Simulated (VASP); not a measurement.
A convergence study with VASP on Rb (bcc): one setting is varied, all else stays as given below, so the limit is that of these other settings. The cell's lengths are 1 % over those of the tabulated start, so it is off equilibrium.

```xyz
1
Lattice="-2.8533 2.8533 2.8533 2.8533 -2.8533 2.8533 2.8533 2.8533 -2.8533" Properties=species:S:1:pos:R:3 pbc="T T T"
Rb     0.0000     0.0000     0.0000
```

The numbers are results of PBE GGA, VASP's PBE PAW potentials (set 64) (plane waves; VASP), not measurements. The tightest run used: 1000 eV cut-off, 10×10×10 Γ-centred mesh, first-order Methfessel-Paxton smearing of 0.10 eV, potentials Rb_sv.

```
setting      E (eV/atom)  pressure (GPa)  plane waves
-----------  -----------  --------------  -----------
ENCUT = 150      -0.9240           -2.39          402
ENCUT = 200      -0.9319           -0.10          610
ENCUT = 250      -0.9315           -0.13          887
```

Problem. These are the cheaper rows. Estimate the results at ENCUT = 1000, and how far the last row shown lies from them.

Solution. 
```tsv
quantity	tightest run	last row shown is off by
E (eV/atom)	-0.9321	0.0006
pressure (GPa)	-0.05	-0.09
```

Left out are rungs that failed or repeat a setting and relaxations that didn't move; long series are thinned to 24 rows.

The compound is Rb in the bcc structure. The cell was not relaxed at this level.
